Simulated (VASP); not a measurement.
Level of theory: RPA correlation on PBE orbitals, VASP's PBE PAW potentials (set 64) (plane waves; VASP 6.6.1).

A VASP calculation is set up with these files.

**INCAR**
```
ALGO = ACFDT
ENCUT = 500
ENCUTGW = 300
GGA = PE
ISMEAR = 0
LASPH = .TRUE.
LCHARG = .FALSE.
LREAL = .FALSE.
LWAVE = .FALSE.
NBANDS = 531
NOMEGA = 12
PREC = Normal
SIGMA = 0.01
SYSTEM = MgO
```

POSCAR:
```
MgO
1
    0.0000000000     2.1597000000     2.1597000000
    2.1597000000     0.0000000000     2.1597000000
    2.1597000000     2.1597000000     0.0000000000
Mg O
1 1
Direct
  0.0000000000   0.0000000000   0.0000000000
  0.5000000000   0.5000000000   0.5000000000
```

File KPOINTS:
```
Automatic mesh
0
Gamma
4 4 4
0 0 0
```

POTCAR, in this order: Mg_sv_GW O_GW_new (PBE.64 set). Program: vasp_std. Read from the step before: WAVECAR, WAVEDER.

Output

**OUTCAR**
```
 ion  position               nearest neighbor table
   1  0.000  0.000  0.000-   2 2.16   2 2.16   2 2.16   2 2.16   2 2.16   2 2.16
   2  0.500  0.500  0.500-   1 2.16   1 2.16   1 2.16   1 2.16   1 2.16   1 2.16
  LATTYP: Found a face centered cubic cell.
 ALAT       =     4.3194000000
 Subroutine PRICEL returns:
 Original cell was already a primitive cell.
 Subroutine GETGRP returns: Found 48 space group operations
The static configuration has the point symmetry O_h .
The dynamic configuration has the point symmetry O_h .
 Subroutine INISYM returns: Found 48 space group operations
 Subroutine IBZKPT returns following result:
 Found      8 irreducible k-points:

 Following reciprocal coordinates:
            Coordinates               Weight
  0.000000  0.000000  0.000000      1.000000
  0.250000  0.000000  0.000000      8.000000
  0.500000  0.000000  0.000000      4.000000
  0.250000  0.250000  0.000000      6.000000
  0.500000  0.250000  0.000000     24.000000
 -0.250000  0.250000  0.000000     12.000000
  0.500000  0.500000  0.000000      3.000000
 -0.250000  0.500000  0.250000      6.000000
 Subroutine IBZKPT_HF returns following result:
   k-points           NKPTS =      8   k-points in BZ     NKDIM =     64   number of bands    NBANDS=    531
   number of dos      NEDOS =    301   number of ions     NIONS =      2
   total plane-waves  NPLWV =   5832
   dimension x,y,z NGX =    18 NGY =   18 NGZ =   18
   dimension x,y,z NGXF=    36 NGYF=   36 NGZF=   36
   ions per type =               1   1
   PREC   = normal    normal or accurate (medium, high low for compatibility)
   ISTART =      1    job   : 0-new  1-cont  2-samecut
   ICHARG =      0    charge: 1-file 2-atom 10-const
   ISPIN  =      1    spin polarized calculation?
   LNONCOLLINEAR =      F non collinear calculations
   LSORBIT =      F    spin-orbit coupling
   INIWAV =      1    electr: 0-lowe 1-rand  2-diag
   ENCUT  =  500.0 eV  36.75 Ry    6.06 a.u.   5.57  5.57  5.57*2*pi/ulx,y,z
   NELM   =     60;   NELMIN=  2; NELMDL=  0     # of ELM steps
   EDIFF  = 0.1E-03   stopping-criterion for ELM
   LREAL  =      F    real-space projection
   NLSPLINE    = F    spline interpolate recip. space projectors
   LMAXMIX     =    2 max onsite mixed and CHGCAR
   VOSKOWN=      0    Vosko Wilk Nusair interpolation
   EDIFFG = 0.1E-02   stopping-criterion for IOM
   NSW    =      0    number of steps for IOM
   NBLOCK =      1;   KBLOCK =      1    inner block; outer block
   IBRION =     -1    ionic relax: 0-MD 1-quasi-New 2-CG
   NFREE  =      0    steps in history (QN), initial steepest desc. (CG)
   ISIF   =      0    stress and relaxation
   ISYM   =      3    0-nonsym 1-usesym 2-fastsym
   TEIN   =    0.0    initial temperature
   TEBEG  =    0.0;   TEEND  =   0.0 temperature during run
   SMASS  =  -3.00    Nose mass-parameter (am)
   PSTRESS=    0.0 pullay stress
   NELECT =      16.0000    total number of electrons
   EFERMI =   0.00;   METHOD = LEGACY
   ISMEAR =     0;   SIGMA  =   0.01  broadening in eV -4-tet -1-fermi 0-gaus
   IALGO  =     38    algorithm
   LDIAG  =      T    sub-space diagonalisation (order eigenvalues)
   IMIX   =      4    mixing-type and parameters
     AMIX     =   0.40;   BMIX     =  1.00
     AMIX_MAG =   1.60;   BMIX_MAG =  1.00
     AMIN     =   0.10
   GGA     = PE    functional components
   VOSKOWN =     0    Vosko Wilk Nusair interpolation
   LHFCALC =     T    Hartree Fock is set to
   NKREDX  =     1    reduce k-point grid by
   AEXX    =    1.0000 exact exchange contribution
   HFSCREEN=    0.0000 screening length (either q_TF or 0.3 A-1)
   HFRCUT  =    0.0000 spherical cutoff for potential kernel
   AGGAX   =    0.0000 GGA exchange part
   ALDAC   =    0.0000 LDA correlation
   AGGAC   =    0.0000 GGA correlation
...
```

OSZICAR:
```
energies w=
    0.000    0.892    0.000    2.872    0.000    5.493    0.000    9.391
    0.000   15.577    0.000   25.759    0.000   42.935    0.000   72.528
    0.000  124.808    0.000  221.088    0.000  417.023    0.000  969.790
NQ=   1    0.0000    0.0000    0.0000,
 performed       3106000 updates of chi_q(r,r)
NQ=   2    0.2500    0.0000    0.0000,
 performed       6212000 updates of chi_q(r,r)
NQ=   3    0.5000    0.0000    0.0000,
 performed       9318000 updates of chi_q(r,r)
NQ=   4    0.2500    0.2500    0.0000,
 performed      12424000 updates of chi_q(r,r)
NQ=   5    0.5000    0.2500    0.0000,
 performed      15530000 updates of chi_q(r,r)
NQ=   6   -0.2500    0.2500    0.0000,
 performed      18636000 updates of chi_q(r,r)
NQ=   7    0.5000    0.5000    0.0000,
 performed      21742000 updates of chi_q(r,r)
NQ=   8   -0.2500    0.5000    0.2500,
 performed      24848000 updates of chi_q(r,r)
```

### OUTCAR
```


      cutoff energy     smooth cutoff   RPA   correlation   Hartree contr. to MP2
---------------------------------------------------------------------------------
            300.000           240.000      -16.8037527729      -24.8627718876
            285.714           228.571      -16.5476279188      -24.5368722588
            272.109           217.687      -16.2768539623      -24.1916330360
            259.151           207.321      -15.9993482750      -23.8370712822
            246.811           197.449      -15.7120387082      -23.4690589543
            235.058           188.046      -15.4135370689      -23.0856857155
            223.865           179.092      -15.1120189488      -22.6969955094
            213.204           170.564      -14.8020869315      -22.2955604559
  linear regression
  converged value                          -19.7586520442      -28.6554716120
```
(Selected blocks of OUTCAR.)

The mesh is coarse, so the correlation energy is not converged in k-points.

The compound is MgO in the rock salt structure. This cell is one point of a volume scan, at 1.08 of the reference volume. The k-mesh is coarse (spacing up to 0.63 per Å, 2π included), so the numbers may not be converged in it.
